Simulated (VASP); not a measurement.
Here is the system:

```
CELL_PARAMETERS angstrom
      6.00883    -1.49118     0.00000
      6.00883     1.49118     0.00000
     -1.35451     0.00000     5.52943
ATOMIC_POSITIONS crystal
  Ga 0.34116 0.34116 0.68527
  Ga 0.65884 0.65884 0.31473
  Ga 0.90953 0.90953 0.20521
  Ga 0.09047 0.09047 0.79479
  O  0.50353 0.50353 0.74334
  O  0.49647 0.49647 0.25666
  O  0.82663 0.82663 0.43677
  O  0.17337 0.17337 0.56323
  O  0.16450 0.16450 0.10915
  O  0.83550 0.83550 0.89085
```

These are PBE GGA, VASP's PBE PAW potentials (set 64) (plane waves; VASP) values and carry that method's errors. Settings: 400 eV cut-off, 6×6×3 Γ-centred mesh, Gaussian smearing of 0.010 eV, potentials Ga_d O.

At this cut-off the stress carries a Pulay error, which pulls relaxed volumes low. Energy and stress use the plane-wave basis of the starting cell.

### Question
The ions, cell shape and volume are relaxed. What does this cell relax into?

### Answer

```
CELL_PARAMETERS angstrom
      6.10854    -1.52195     0.00500
      6.10854     1.52195     0.00500
     -1.37241     0.00000     5.63608
ATOMIC_POSITIONS crystal
  Ga 0.34058 0.34058 0.68687
  Ga 0.65942 0.65942 0.31313
  Ga 0.90904 0.90904 0.20400
  Ga 0.09096 0.09096 0.79600
  O  0.50340 0.50340 0.74641
  O  0.49660 0.49660 0.25359
  O  0.82794 0.82794 0.43945
  O  0.17206 0.17206 0.56055
  O  0.16872 0.16872 0.10850
  O  0.83128 0.83128 0.89150
```
Space group C2/m (12), at a tolerance of 0.03 Å.

### Question
How do energy and volume change from the first to the last step?

### Answer
The energy (σ→0) changes by -32.3 meV/atom and the volume by +5.8 %, in 19 ionic steps.

The structure comes from a computed database's Ga2O3 entry; how it stands against other phases isn't given here. This run relaxes it. Symmetry was kept, so distortions that lower it aren't found. The run is one of a series of settings (EDIFFG = -0.01, IBRION = 2, ISIF = 3, NSW = 50 against the base run), some of them coarse on purpose.
